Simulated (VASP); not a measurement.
In2Te2O:

```xyz
5
Lattice="4.6725 0.0000 0.0000 -2.3362 4.0465 0.0000 0.0000 0.0000 8.0096" Properties=species:S:1:pos:R:3 pbc="T T T"
In    0.0000    0.0000    2.1359
In    0.0000    0.0000    5.8736
Te    0.0000    2.6977    4.0048
Te    2.3362    1.3488    4.0048
O     0.0000    0.0000    0.0000
```

The cell was built by a generator and needn't be a form met in nature.

| Quantity | Value |
| --- | --- |
| Program | VASP 6.6.1 |
| Task | relaxation of cell and atoms |
| Functional | PBE |
| Potentials or basis | VASP PAW PBE potentials, release 64 (In_d, Te, O) |
| Cutoff | 520 eV |
| k mesh | 4 × 4 × 2 |
| Occupations | gaussian, width 0.15 eV |
| Spin | no spin polarisation |

At the start: pressure 9.4 GPa; volume 30.29 Å³/atom.

**Question.** How do energy, volume and symmetry change on relaxing?

**Answer.** Over 17 steps the energy falls by 381.7 meV/atom and the volume is 35.93 Å³/atom (+18.6 %); space group P6/mmm (No. 191, to 0.05 Å).

The path:
| step | energy change (eV) | largest force (eV/Å) | pressure (GPa) | volume (Å³) |
| --- | --- | --- | --- | --- |
| 1 | 0.0000 | 2.1521 | 9.42 | 151.44 |
| 2 | -1.7678 | 1.3602 | 0.04 | 191.87 |
| 3 | -1.8509 | 0.4900 | 0.85 | 183.04 |
| 4 | -1.8507 | 0.6839 | 0.51 | 184.59 |
| 5 | -1.8516 | 0.5607 | 0.59 | 183.91 |
| 6 | -1.8609 | 0.1879 | -0.83 | 187.72 |
| 7 | -1.8651 | 0.1228 | -0.16 | 186.35 |
| 8 | -1.8742 | 0.0928 | -0.29 | 186.36 |
| 9 | -1.8907 | 0.1240 | -0.64 | 186.31 |
| 10 | -1.8992 | 0.1413 | -0.57 | 184.37 |
| 11 | -1.9042 | 0.2774 | 0.42 | 178.62 |
| 12 | -1.9057 | 0.2737 | 0.36 | 180.03 |
| 13 | -1.9045 | 0.2614 | -0.28 | 182.19 |
| 14 | -1.9057 | 0.1987 | -0.06 | 180.75 |
| 15 | -1.9057 | 0.2170 | 0.18 | 180.44 |
| 16 | -1.9084 | 0.1122 | 0.06 | 179.43 |
| 17 | -1.9086 | 0.0528 | 0.10 | 179.67 |

Final structure:
```yaml
crystal:
  lattice:
    - [5.28656, 0.00000, 0.00000]
    - [-2.64328, 4.57829, 0.00000]
    - [0.00000, 0.00000, 7.42327]
  atoms:
    - { symbol: In, position: [0.00000, 0.00000, 0.27002] }
    - { symbol: In, position: [0.00000, 0.00000, 0.72998] }
    - { symbol: Te, position: [0.33333, 0.66667, 0.50000] }
    - { symbol: Te, position: [0.66667, 0.33333, 0.50000] }
    - { symbol: O, position: [0.00000, 0.00000, 0.00000] }
```

Caveat: the k mesh is coarse (spacing up to 0.39 Å⁻¹), so the values aren't converged; the volume moved by over 15 % at a fixed basis, so the end points are rough; the relaxation stopped at a loose force limit of 0.08 eV/Å, so its end isn't a converged minimum.
